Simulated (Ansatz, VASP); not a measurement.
**ScTlS3: VASP beside Ansatz**

Contents of INCAR:

```
SYSTEM = ScTlS3
  PREC = Accurate
  ENCUT = 520
  EDIFF = 1E-7
  ISMEAR = 0
  SIGMA = 0.05
  LREAL = .False.
  LASPH = .True.
  NELM = 100
  ALGO = Fast
  ISIF = 2
  LWAVE = .False.
  LCHARG = .False.
  GGA = CA
  NBANDS = 29
```

Contents of KPOINTS:

```
regular mesh
0
Gamma
  4 4 4
  0 0 0
```

POSCAR

```
ScTlS3
1.0
    5.0738123043      0.0000000000      0.0000000000
    0.0000000000      5.0738123043      0.0000000000
    0.0000000000      0.0000000000      5.0738123043
Tl Sc S
1 1 3
Direct
    0.0000000000      0.0000000000      0.0000000000
    0.5000000000      0.5000000000      0.5000000000
    0.5000000000      0.5000000000      0.0000000000
    0.5000000000      0.0000000000      0.5000000000
    0.0000000000      0.5000000000      0.5000000000
```

Input for Ansatz:

```yaml
crystal:
  lattice:
    - [5.0738123043, 0.0, 0.0]
    - [0.0, 5.0738123043, 0.0]
    - [0.0, 0.0, 5.0738123043]
  atoms:
    - { symbol: Tl, position: [0.0, 0.0, 0.0] }
    - { symbol: Sc, position: [0.5, 0.5, 0.5] }
    - { symbol: S, position: [0.5, 0.5, 0.0] }
    - { symbol: S, position: [0.5, 0.0, 0.5] }
    - { symbol: S, position: [0.0, 0.5, 0.5] }
basis:
  ecutwfc: 420
kpoints:
  mp_grid: { grid: [4, 4, 4] }
hamiltonian:
  xc: lda
scf:
  occupations: { method: gaussian, width: 0.05 }
output:
  forces: true
  stress: true
  eigenvalues: true
```

The cell comes from a database or a generator and needn't be the stable form of this composition.

Alike in both runs: task single point; functional LDA; k mesh 4 × 4 × 4; occupations gaussian, width 0.05 eV; no spin polarisation.

```csv
,VASP,Ansatz
version,VASP 6.6.1,Ansatz 0.2.0
potentials or method,"VASP PAW LDA potentials, release 64 (Tl_d, Sc_sv, S)","scalar-relativistic, plane waves, PAW"
plane-wave cutoff (eV),520,420
valence electrons in the cell,42,42
```

|  | VASP | Ansatz | Ansatz less VASP |
| --- | --- | --- | --- |
| gap on the k mesh at the Fermi level (eV) | none | none | - |
| pressure (GPa) | -5.3 | -5.3 | -0.07 |

A gap of «none» marks a metal or a gap that the smearing closes.

The runs have no spin-orbit coupling, so splittings on Tl are missing.
